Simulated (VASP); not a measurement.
Input:

```
CELL_PARAMETERS angstrom
      0.00000     2.35620     2.35620
      2.35620     0.00000     2.35620
      2.35620     2.35620     0.00000
ATOMIC_POSITIONS crystal
  Li 0.25000 0.25000 0.25000
  Li 0.75000 0.75000 0.75000
  O  0.00000 0.00000 0.00000
```

All values below come from PBE GGA, VASP's PBE PAW potentials (set 64) (plane waves; VASP). Numerical set-up: 520 eV cut-off, 4×4×4 Γ-centred mesh, Gaussian smearing of 0.050 eV, potentials Li_sv O.

Task: Give the stress tensor in GPa (positive for a compressed cell).

Result: 
```
-4.04   0.00   0.00
 0.00  -4.04   0.00
 0.00   0.00  -4.04
```
The pressure is its mean diagonal, -4.04 GPa.

The compound is Li2O in the antifluorite structure. The cell was not relaxed at this level. The k-mesh is coarse (spacing up to 0.58 per Å, 2π included), so the numbers may not be converged in it. The run is one of a series of settings (KPOINTS 4×4×4 Γ-centred mesh against the base run), some of them coarse on purpose.
